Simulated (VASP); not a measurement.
# HgPbF4 (P4/mmm) in VASP: a series of runs

One crystal, HgPbF4, is run at these levels: PBE; tasks: single point.

Program: VASP 6.6.1. These are calculated values, not measurements. Logs are shortened: lines on timing, memory, paths and dates and some standing lists are left out, and cuts for length are marked.

## 1. Starting point

It takes space group P4/mmm (No. 123, tetragonal). The conventional cell has a = 4.176 Å, b = 4.176 Å, c = 7.485 Å, α = 90.00°, β = 90.00°, γ = 90.00°. Around Hg (site symmetry 4/mmm) lie 4 F at 2.09 Å. Pb (site symmetry 4/mmm) is surrounded by 8 F at 3.20 Å. F (site symmetry 4mm) is surrounded by 1 F at 2.45 Å and 1 Hg at 2.52 Å. Around F (site symmetry mmm) lie 2 Hg at 2.09 Å.

The cell was built by a generator and needn't be a form met in nature.

## 2. Single point, PBE

Contents of INCAR:

```
PREC = Accurate ; ENCUT = 520
EDIFF = 1E-6 ; ISMEAR = 0
SIGMA = 0.1 ; LREAL = F
LASPH = T ; NELM = 100
ALGO = Fast ; ISIF = 2
LWAVE = F ; LCHARG = T
GGA = PE ; LELF = T
LVHAR = T ; NBANDS = 36
```

Contents of KPOINTS:

```
Automatic mesh
0
Gamma
  10 10 6
```

Contents of POSCAR:

```
HgPbF4
1.0
    4.1762175376      0.0000000000      0.0000000000
    0.0000000000      4.1762175376      0.0000000000
    0.0000000000      0.0000000000      7.4854532823
Hg Pb F
1 1 4
Direct
    0.0000000000      0.0000000000      0.0000000000
    0.5000000000      0.5000000000      0.5000000000
    0.0000000000      0.0000000000      0.6634537660
    0.5000000000      0.0000000000      0.0000000000
    0.0000000000      0.5000000000      0.0000000000
    0.0000000000      0.0000000000      0.3365462340
```

Potentials or basis: VASP PAW PBE potentials, release 64 (Hg, Pb_d, F).

Started as:

```bash
$ cat potpaw_PBE.64/Hg/POTCAR potpaw_PBE.64/Pb_d/POTCAR potpaw_PBE.64/F/POTCAR > POTCAR
$ mpirun -np 1 vasp_std > vasp.out
```

OUTCAR:

```text
PREC = Accurate
   ENCUT = 520
   EDIFF = 1E-6
   ISMEAR = 0
   LREAL = F
   LASPH = T
   NELM = 100
   ISIF = 2
   GGA = PE

 ion  position               nearest neighbor table
   1  0.000  0.000  0.000-   4 2.09   5 2.09   5 2.09   4 2.09   3 2.52   6 2.52
   2  0.500  0.500  0.500-
   3  0.000  0.000  0.663-   1 2.52
   4  0.500  0.000  0.000-   1 2.09   1 2.09
   5  0.000  0.500  0.000-   1 2.09   1 2.09
   6  0.000  0.000  0.337-   1 2.52

  LATTYP: Found a simple tetragonal cell.
 ALAT       =     4.1762175376
 C/A-ratio  =     1.7924002318

  Lattice vectors:

 A1 = (   4.1762175376,   0.0000000000,   0.0000000000)
 A2 = (   0.0000000000,   4.1762175376,   0.0000000000)
 A3 = (   0.0000000000,   0.0000000000,   7.4854532823)

Analysis of symmetry for initial positions (statically):
=====================================================================
 Subroutine PRICEL returns:
 Original cell was already a primitive cell.

 Routine SETGRP: Setting up the symmetry group for a
 simple tetragonal supercell.

 Subroutine GETGRP returns: Found 16 space group operations
 (whereof 16 operations were pure point group operations)
 out of a pool of 16 trial point group operations.

The static configuration has the point symmetry D_4h.

Analysis of symmetry for dynamics (positions and initial velocities):
=====================================================================
 Subroutine PRICEL returns:
 Original cell was already a primitive cell.

 Routine SETGRP: Setting up the symmetry group for a
 simple tetragonal supercell.

 Subroutine GETGRP returns: Found 16 space group operations
 (whereof 16 operations were pure point group operations)
 out of a pool of 16 trial point group operations.

The dynamic configuration has the point symmetry D_4h.

 Subroutine INISYM returns: Found 16 space group operations
 (whereof 16 operations are pure point group operations),
 and found     1 'primitive' translations

----------------------------------------------------------------------------------------

                                     Primitive cell

  volume of cell :     130.5522

  direct lattice vectors                    reciprocal lattice vectors
     4.176217538  0.000000000  0.000000000     0.239451128  0.000000000  0.000000000
     0.000000000  4.176217538  0.000000000     0.000000000  0.239451128  0.000000000
     0.000000000  0.000000000  7.485453282     0.000000000  0.000000000  0.133592444

  length of vectors
     4.176217538  4.176217538  7.485453282     0.239451128  0.239451128  0.133592444

  position of ions in fractional coordinates (direct lattice)
     0.000000000  0.000000000  0.000000000
     0.500000000  0.500000000  0.500000000
     0.000000000  0.000000000  0.663453766
     0.500000000  0.000000000  0.000000000
     0.000000000  0.500000000  0.000000000
     0.000000000  0.000000000  0.336546234

  ion indices of the primitive-cell ions
   primitive index   ion index
                 1           1
                 2           2
                 3           3
                 4           4
                 5           5
                 6           6

----------------------------------------------------------------------------------------

 KPOINTS: Automatic mesh

Automatic generation of k-mesh.
 Grid dimensions read from file:
 generate k-points for:   10   10    6

 Generating k-lattice:

  Cartesian coordinates                     Fractional coordinates (reciprocal lattice)
     0.023945113  0.000000000  0.000000000     0.100000000  0.000000000  0.000000000
     0.000000000  0.023945113  0.000000000     0.000000000  0.100000000  0.000000000
     0.000000000  0.000000000  0.022265407     0.000000000  0.000000000  0.166666667

  Length of vectors
     0.023945113  0.023945113  0.022265407

  Shift w.r.t. Gamma in fractional coordinates (k-lattice)
     0.000000000  0.000000000  0.000000000

 Subroutine IBZKPT returns following result:
 ===========================================

 Found     84 irreducible k-points:

 Following reciprocal coordinates:
            Coordinates               Weight
  0.000000  0.000000  0.000000      1.000000
  0.100000  0.000000  0.000000      4.000000
  0.200000  0.000000  0.000000      4.000000
  0.300000  0.000000  0.000000      4.000000
  0.400000  0.000000  0.000000      4.000000
  0.500000  0.000000  0.000000      2.000000
[... 16 lines left out ...]
  0.100000  0.000000  0.166667      8.000000
  0.200000  0.000000  0.166667      8.000000
 [... further k-points ...]
   k-points           NKPTS =     84   k-points in BZ     NKDIM =     84   number of bands    NBANDS=     36
   number of dos      NEDOS =    301   number of ions     NIONS =      6
   total plane-waves  NPLWV =  57344
   dimension x,y,z NGX =    32 NGY =   32 NGZ =   56
   dimension x,y,z NGXF=    64 NGYF=   64 NGZF=  112
   ions per type =               1   1   4
   NGX,Y,Z   is equivalent  to a cutoff of  12.74, 12.74, 12.44 a.u.
   NGXF,Y,Z  is equivalent  to a cutoff of  25.48, 25.48, 24.87 a.u.
 SYSTEM =  unknown system
   PREC   = accura    normal or accurate (medium, high low for compatibility)
   ISTART =      0    job   : 0-new  1-cont  2-samecut
   ICHARG =      2    charge: 1-file 2-atom 10-const
   ISPIN  =      1    spin polarized calculation?
   LNONCOLLINEAR =      F non collinear calculations
   LSORBIT =      F    spin-orbit coupling
   LASPH  =      T    aspherical Exc in radial PAW
   ENCUT  =  520.0 eV  38.22 Ry    6.18 a.u.   7.76  7.76 13.92*2*pi/ulx,y,z
   NELM   =    100;   NELMIN=  2; NELMDL= -5     # of ELM steps
   EDIFF  = 0.1E-05   stopping-criterion for ELM
   LREAL  =      F    real-space projection
   EDIFFG = 0.1E-04   stopping-criterion for IOM
   NSW    =      0    number of steps for IOM
   IBRION =     -1    ionic relax: 0-MD 1-quasi-New 2-CG
   NFREE  =      0    steps in history (QN), initial steepest desc. (CG)
   ISIF   =      2    stress and relaxation
   ISYM   =      2    0-nonsym 1-usesym 2-fastsym
   POTIM  = 0.5000    time-step for ionic-motion
   TEBEG  =    0.0;   TEEND  =   0.0 temperature during run
   PSTRESS=    0.0 pullay stress
   NELECT =      54.0000    total number of electrons
   NUPDOWN=      -1.0000    fix difference up-down
   EMIN   =  10.00;   EMAX   =-10.00  energy-range for DOS
   EFERMI =   0.00;   METHOD = LEGACY
   ISMEAR =     0;   SIGMA  =   0.10  broadening in eV -4-tet -1-fermi 0-gaus
   EFERMI_NEDOS =   21; number of points for ismear=-14 and -15
   IALGO  =     68    algorithm
   IMIX   =      4    mixing-type and parameters
     AMIX     =   0.40;   BMIX     =  1.00
     AMIX_MAG =   1.60;   BMIX_MAG =  1.00
  volume/ion in A,a.u.               =      21.76       146.83
  Fermi-wavevector in a.u.,A,eV,Ry     =   1.219770  2.305031 20.243279  1.487839
  Thomas-Fermi vector in A             =   2.355011
   LORBIT       =      0    0 simple, 1 ext, 2 COOP (PROOUT), +10 PAW based schemes
   GGA     = PE    functional components
   LHFCALC =     F    Hartree Fock is set to
   AEXX    =    0.0000 exact exchange contribution
   IVDW    =     0    specifies the selected vdW correction
   LEPSILON=     F    determine dielectric tensor
   LRPA    =     F    only Hartree local field effects (RPA)
 non-spin polarized calculation
 RMM-DIIS sequential band-by-band and
 Gauss-broadening in eV      SIGMA  =   0.10
  energy-cutoff  :      520.00
  volume of cell :      130.55
 maximum number of plane-waves:      3536
 NGX is ok and might be reduce to    32
   NGX = 15   NGY = 15   NGZ = 27

 number of electron      53.9999982 magnetization

 Free energy of the ion-electron system (eV)
  ---------------------------------------------------
  ext. energy  EPLUGINS =         0.00000000
  ---------------------------------------------------
  free energy    TOTEN  =       -18.56963084 eV

  energy without entropy =      -18.56222349  energy(sigma->0) =      -18.56592717

 E-fermi :   0.7923     XC(G=0):  -8.1725

 val. band max:        0.7879755681   @ k =   0.1000   0.0000   0.5000
 cond. band min:       0.8169266189   @ k =   0.4000   0.0000   0.1667
 fundamental gap:      0.0289510507
 Fermi energy:         0.7923096464

 k-point     1 :       0.0000    0.0000    0.0000
  band No.  band energies     occupation
      1     -22.1329      2.00000
      2     -21.8484      2.00000
      3     -20.9514      2.00000
      4     -20.6337      2.00000
      5     -18.1066      2.00000
      6     -18.0623      2.00000
[... 28 lines left out ...]
     35       9.4631      0.00000
     36      12.2020      0.00000

 k-point     2 :       0.1000    0.0000    0.0000
  band No.  band energies     occupation
      1     -22.1165      2.00000
      2     -21.8443      2.00000
      3     -20.9503      2.00000
      4     -20.6334      2.00000
      5     -18.1059      2.00000
      6     -18.0625      2.00000
[... 28 lines left out ...]
     35       9.7821      0.00000
     36      11.1062      0.00000

 k-point     3 :       0.2000    0.0000    0.0000
  band No.  band energies     occupation
      1     -22.0751      2.00000
      2     -21.8313      2.00000
      3     -20.9468      2.00000
      4     -20.6329      2.00000
      5     -18.1045      2.00000
      6     -18.0631      2.00000
[... 28 lines left out ...]
     35      10.6744      0.00000
     36      10.9857      0.00000
[... 742 lines left out ...]
 k-point    23 :       0.1000    0.0000    0.1667
  band No.  band energies     occupation
      1     -22.1163      2.00000
      2     -21.8444      2.00000
      3     -20.9487      2.00000
      4     -20.6354      2.00000
      5     -18.1059      2.00000
      6     -18.0625      2.00000
[... 28 lines left out ...]
     35      10.0243      0.00000
     36      10.9255      0.00000

 k-point    24 :       0.2000    0.0000    0.1667
  band No.  band energies     occupation
      1     -22.0751      2.00000
      2     -21.8312      2.00000
      3     -20.9451      2.00000
      4     -20.6349      2.00000
      5     -18.1045      2.00000
      6     -18.0631      2.00000
[... 28 lines left out ...]
     35      10.1314      0.00000
     36      12.0654      0.00000

 [... further k-points ...]

------------------------ aborting loop because EDIFF is reached ----------------------------------------

  FORCE on cell =-STRESS in cart. coord.  units (eV):
  Direction    XX          YY          ZZ          XY          YZ          ZX
  --------------------------------------------------------------------------------------
  -------------------------------------------------------------------------------------
  Total        0.5420479      0.5420479     -0.0630197      0.0000000     -0.0000000     -0.0000000
  in kB        6.6521790      6.6521790     -0.7733974      0.0000000     -0.0000000     -0.0000000
  external PRESSURE =       4.1769869 kB  Pullay stress =       0.0000000 kB

 VOLUME and BASIS-vectors are now :
 -----------------------------------------------------------------------------
  energy-cutoff  :      520.00
  volume of cell :      130.55
      direct lattice vectors                 reciprocal lattice vectors
     4.176217538  0.000000000  0.000000000     0.239451128  0.000000000  0.000000000
     0.000000000  4.176217538  0.000000000     0.000000000  0.239451128  0.000000000
     0.000000000  0.000000000  7.485453282     0.000000000  0.000000000  0.133592444

 POSITION                                       TOTAL-FORCE (eV/Angst)
 -----------------------------------------------------------------------------------
      0.00000      0.00000      0.00000         0.000000     -0.000000      0.000000
      2.08811      2.08811      3.74273         0.000000     -0.000000      0.000000
      0.00000      0.00000      4.96625         0.000000      0.000000     -0.019671
      2.08811      0.00000      0.00000         0.000000     -0.000000      0.000000
      0.00000      2.08811      0.00000         0.000000     -0.000000      0.000000
      0.00000      0.00000      2.51920        -0.000000      0.000000      0.019671
 -----------------------------------------------------------------------------------
    total drift:                                0.000000      0.000000     -0.000000

  FREE ENERGIE OF THE ION-ELECTRON SYSTEM (eV)
  ---------------------------------------------------
  free  energy   TOTEN  =       -18.5696308433 eV

  energy  without entropy=      -18.5622234884  energy(sigma->0) =      -18.56592717
```

Wall time 5.4 min (1 thread of Intel Xeon 6975P-C (Granite Rapids), shared host); peak memory 0.48 GiB.

What came out:

```yaml
Free_energy: -18.5696 eV
Pressure: 0.4 GPa
Largest_force: 0.020 eV/Å
Band_gap_on_the_k_mesh: none (metal or under the smearing width)
```

Forces in eV/Å, atoms in the order of the input:
```
Hg   0.000  0.000  0.000
Pb   0.000  0.000  0.000
F    0.000  0.000 -0.020
F    0.000  0.000  0.000
F    0.000  0.000  0.000
F    0.000  0.000  0.020
```

Stress tensor (GPa, compression positive):
```
 0.67  0.00  0.00
 0.00  0.67  0.00
 0.00  0.00 -0.08
```

Levels at points of the mesh, in eV from the Fermi level:
| k point | band 23 | band 24 | band 25 | band 26 | band 27 | band 28 | band 29 | band 30 | band 31 | band 32 |
| --- | --- | --- | --- | --- | --- | --- | --- | --- | --- | --- |
| (0.00, 0.00, 0.00) | -3.37 | -3.06 | -2.85 | -2.85 | -2.31 | 0.24 | 1.30 | 2.70 | 2.70 | 6.86 |
| (0.50, 0.00, 0.00) | -2.85 | -2.56 | -2.51 | -2.37 | -1.92 | -0.12 | 1.17 | 2.43 | 4.37 | 6.29 |
| (0.50, 0.50, 0.00) | -2.55 | -2.49 | -2.40 | -2.31 | 0.61 | 0.90 | 0.90 | 0.98 | 5.80 | 7.88 |
| (0.00, 0.00, 0.50) | -3.38 | -3.38 | -2.92 | -2.92 | -2.14 | -0.12 | 2.01 | 2.70 | 2.70 | 6.37 |
| (0.50, 0.00, 0.50) | -2.99 | -2.92 | -2.56 | -2.51 | -1.02 | -0.25 | 1.12 | 2.42 | 4.23 | 7.67 |
| (0.50, 0.50, 0.50) | -2.55 | -2.55 | -2.41 | -1.27 | 0.61 | 0.91 | 0.91 | 1.04 | 5.97 | 7.22 |

The run has no spin-orbit coupling, so splittings on Hg, Pb are missing.

## 3. Single point, PBE

Contents of INCAR:

```
SYSTEM = HgPbF4
  PREC = Accurate
  ENCUT = 520
  EDIFF = 1E-6
  ISMEAR = 0
  SIGMA = 0.1
  LREAL = .FALSE.
  LASPH = .TRUE.
  NELM = 60
  ALGO = Fast
  ISIF = 2
  LWAVE = .FALSE.
  LCHARG = .FALSE.
  GGA = PE
  NBANDS = 36
```

Contents of KPOINTS:

```
Automatic mesh
0
G
  10 10 6
  0 0 0
```

POSCAR is that of step 2.

Potentials or basis: VASP PAW PBE potentials, release 64 (Hg, Pb_d, F).

Started as:

```bash
$ cat potpaw_PBE.64/Hg/POTCAR potpaw_PBE.64/Pb_d/POTCAR potpaw_PBE.64/F/POTCAR > POTCAR
$ mpirun -np 1 vasp_std > vasp.out
```

OUTCAR:

```text
SYSTEM = HgPbF4
   PREC = Accurate
   ENCUT = 520
   EDIFF = 1E-6
   ISMEAR = 0
   LREAL = .FALSE.
   LASPH = .TRUE.
   NELM = 60
   ISIF = 2
   GGA = PE

 ion  position               nearest neighbor table
   1  0.000  0.000  0.000-   4 2.09   5 2.09   5 2.09   4 2.09   3 2.52   6 2.52
   2  0.500  0.500  0.500-
   3  0.000  0.000  0.663-   1 2.52
   4  0.500  0.000  0.000-   1 2.09   1 2.09
   5  0.000  0.500  0.000-   1 2.09   1 2.09
   6  0.000  0.000  0.337-   1 2.52

[... 1145 lines left out ...]
  -------------------------------------------------------------------------------------
  Total        0.5420479      0.5420479     -0.0630197      0.0000000     -0.0000000     -0.0000000
  in kB        6.6521790      6.6521790     -0.7733974      0.0000000     -0.0000000     -0.0000000
  external PRESSURE =       4.1769869 kB  Pullay stress =       0.0000000 kB

 VOLUME and BASIS-vectors are now :
 -----------------------------------------------------------------------------
  energy-cutoff  :      520.00
  volume of cell :      130.55
      direct lattice vectors                 reciprocal lattice vectors
     4.176217538  0.000000000  0.000000000     0.239451128  0.000000000  0.000000000
     0.000000000  4.176217538  0.000000000     0.000000000  0.239451128  0.000000000
     0.000000000  0.000000000  7.485453282     0.000000000  0.000000000  0.133592444

 POSITION                                       TOTAL-FORCE (eV/Angst)
 -----------------------------------------------------------------------------------
      0.00000      0.00000      0.00000         0.000000     -0.000000      0.000000
      2.08811      2.08811      3.74273         0.000000     -0.000000      0.000000
      0.00000      0.00000      4.96625         0.000000      0.000000     -0.019671
      2.08811      0.00000      0.00000         0.000000     -0.000000      0.000000
      0.00000      2.08811      0.00000         0.000000     -0.000000      0.000000
      0.00000      0.00000      2.51920        -0.000000      0.000000      0.019671
 -----------------------------------------------------------------------------------
    total drift:                                0.000000      0.000000     -0.000000

  FREE ENERGIE OF THE ION-ELECTRON SYSTEM (eV)
  ---------------------------------------------------
  free  energy   TOTEN  =       -18.5696308433 eV

  energy  without entropy=      -18.5622234884  energy(sigma->0) =      -18.56592717
```

OSZICAR:

```text
N       E                     dE             d eps       ncg     rms          rms(c)
DAV:   1     0.599055208097E+03    0.59906E+03   -0.27483E+04  6048   0.153E+03
DAV:   2     0.439451715477E+02   -0.55511E+03   -0.52378E+03  6656   0.421E+02
DAV:   3    -0.225228247063E+02   -0.66468E+02   -0.65290E+02  6984   0.161E+02
DAV:   4    -0.246769696277E+02   -0.21541E+01   -0.21452E+01  6864   0.322E+01
DAV:   5    -0.247385700493E+02   -0.61600E-01   -0.61578E-01  7436   0.552E+00    0.210E+01
RMM:   6    -0.190607195949E+02    0.56779E+01   -0.16026E+01  6626   0.191E+01    0.162E+01
RMM:   7    -0.187474682173E+02    0.31325E+00   -0.11037E+00  7410   0.628E+00    0.703E+00
RMM:   8    -0.185826625515E+02    0.16481E+00   -0.51532E-01  7920   0.450E+00    0.360E+00
RMM:   9    -0.185663967256E+02    0.16266E-01   -0.13816E-01  8499   0.264E+00    0.513E-01
RMM:  10    -0.185682074980E+02   -0.18108E-02   -0.26696E-02  8596   0.116E+00    0.246E-01
RMM:  11    -0.185694733421E+02   -0.12658E-02   -0.55768E-03  7433   0.535E-01    0.109E-01
RMM:  12    -0.185696722157E+02   -0.19887E-03   -0.23508E-03  8196   0.285E-01    0.749E-02
RMM:  13    -0.185696417587E+02    0.30457E-04   -0.51935E-04  7817   0.152E-01    0.250E-02
RMM:  14    -0.185696286180E+02    0.13141E-04   -0.83896E-05  8545   0.698E-02    0.139E-02
RMM:  15    -0.185696314205E+02   -0.28025E-05   -0.37779E-05  7949   0.351E-02    0.884E-03
RMM:  16    -0.185696308964E+02    0.52408E-06   -0.10530E-05  7077   0.215E-02    0.382E-03
RMM:  17    -0.185696308433E+02    0.53069E-07   -0.18525E-06  5009   0.102E-02
   1 F= -.18569631E+02 E0= -.18565927E+02  d E =-.740735E-02
```

It took 3.4 min on 1 thread of Intel Xeon 6975P-C (Granite Rapids), shared host; peak memory 0.48 GiB.

Results:

| Quantity | Value |
| --- | --- |
| Free energy | -18.5696 eV |
| Pressure | 0.4 GPa |
| Largest force | 0.020 eV/Å |
| Band gap on the k mesh | none (metal or under the smearing width) |

Forces on the atoms (eV/Å):
```
Hg   0.000  0.000  0.000
Pb   0.000  0.000  0.000
F    0.000  0.000 -0.020
F    0.000  0.000  0.000
F    0.000  0.000  0.000
F    0.000  0.000  0.020
```

Stress tensor (GPa, compression positive):
```
 0.67  0.00  0.00
 0.00  0.67  0.00
 0.00  0.00 -0.08
```

Spin-orbit coupling is left out, which matters for the levels of Hg, Pb.

[end of part 1 of 2]
